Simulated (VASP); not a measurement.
Given:

```
CELL_PARAMETERS angstrom
      0.00000     3.28451     3.28451
      3.28451     0.00000     3.28451
      3.28451     3.28451     0.00000
ATOMIC_POSITIONS crystal
  Rb 0.00000 0.00000 0.00000
  Cl 0.50000 0.50000 0.50000
```

These are PBE GGA, VASP's PBE PAW potentials (set 64) (plane waves; VASP) values and carry that method's errors. Numerical set-up: 480 eV cut-off, 6×6×6 Γ-centred mesh, Gaussian smearing of 0.050 eV, potentials Rb_sv Cl.

Question: What does the run give for the energy per atom (σ→0), band gap (on the k-mesh) with the smallest direct gap where there is one?

Answer: 
The band gap (on the k-mesh) is 5.02 eV, the smallest direct gap (on the k-mesh) is 5.02 eV and the energy per atom (σ→0) is -321.4 kJ/mol of atoms.

Only differences to runs with the same potentials and settings are physical.

The compound is RbCl in the rock salt structure. It was relaxed first under an external pressure of 1 GPa.
